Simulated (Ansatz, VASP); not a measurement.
**Two plane-wave programs on GaC3**

INCAR

```
SYSTEM = GaC3
PREC     = Accurate       ! precision mode
ENCUT    = 520            ! plane-wave cutoff, eV
EDIFF    = 1E-6           ! SCF threshold, eV
ISMEAR   = 0              ! smearing method
SIGMA    = 0.1            ! smearing width, eV
LREAL    = .FALSE.        ! projectors in reciprocal space
LASPH    = .TRUE.         ! aspherical terms in the spheres
NELM     = 80             ! most SCF steps
ALGO     = Normal         ! electronic algorithm
ISIF     = 2              ! what is computed and relaxed
LWAVE    = .FALSE.        ! write WAVECAR
LCHARG   = .FALSE.        ! write CHGCAR
GGA      = PE             ! functional
NBANDS   = 20             ! bands
```

Contents of KPOINTS:

```
regular mesh
0
G
  12 12 12
  0 0 0
```

File POSCAR:

```
GaC3
1.0
    3.3848954968      0.0000000000      0.0000000000
    0.0000000000      3.3848954968      0.0000000000
    0.0000000000      0.0000000000      3.3848954968
Ga C
1 3
Direct
    0.0000000000      0.0000000000      0.0000000000
    0.0000000000      0.5000000000      0.5000000000
    0.5000000000      0.0000000000      0.5000000000
    0.5000000000      0.5000000000      0.0000000000
```

Input for Ansatz:

```yaml
crystal:
  lattice:
    - [3.3848954968, 0.0, 0.0]
    - [0.0, 3.3848954968, 0.0]
    - [0.0, 0.0, 3.3848954968]
  atoms:
    - { symbol: Ga, position: [0.0, 0.0, 0.0] }
    - { symbol: C, position: [0.0, 0.5, 0.5] }
    - { symbol: C, position: [0.5, 0.0, 0.5] }
    - { symbol: C, position: [0.5, 0.5, 0.0] }
basis:
  ecutwfc: 420
kpoints:
  mp_grid: { grid: [12, 12, 12] }
hamiltonian:
  xc: pbe
scf:
  occupations: { method: gaussian, width: 0.1 }
output:
  forces: true
  stress: true
  eigenvalues: true
```

Alike in both runs: task single point; functional PBE; k mesh 12 × 12 × 12; occupations gaussian, width 0.1 eV; no spin polarisation.

|  | VASP | Ansatz |
| --- | --- | --- |
| version | VASP 6.6.1 | Ansatz 0.2.0 |
| potentials or method | VASP PAW PBE potentials, release 64 (Ga_d, C) | scalar-relativistic, plane waves, PAW |
| plane-wave cutoff (eV) | 520 | 420 |
| valence electrons in the cell | 25 | 25 |

VASP gave:

```
gap on the k mesh at the Fermi level (eV) : none
pressure (GPa)                            : -6.2
```

Problem. Which values does Ansatz return?

Solution. gap on the k mesh at the Fermi level (eV): none; pressure (GPa): -6.5.

A gap of «none» marks a metal or a gap that the smearing closes.
